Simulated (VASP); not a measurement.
Given:

```xyz
2
Lattice="2.9909 0.0000 0.0000 0.0000 2.9909 0.0000 0.0000 0.0000 2.9909" Properties=species:S:1:pos:R:3 pbc="T T T"
Al     1.4955     1.4955     1.4955
Ru     0.0000     0.0000     0.0000
```

Method: TPSS meta-GGA, VASP's PBE PAW potentials (set 64) (plane waves; VASP). Settings: 520 eV cut-off, 14×14×14 Γ-centred mesh, tetrahedra with Blöchl corrections, potentials Al Ru_pv.

**Question.** What does the run give for the energy per atom (σ→0), band gap (over mesh and band path) with the smallest direct gap where there is one?

**Answer.** 
```yaml
band gap (over mesh and band path): none (metal, semimetal or under 0.01 eV)
energy per atom (σ→0): -13.533 eV/atom
```

Total energies compare only between runs with the same potentials, cut-off and functional.

The compound is RuAl in the CsCl type structure. It was relaxed first. The electron count is odd and the run is not spin-polarised, which forces a metal.
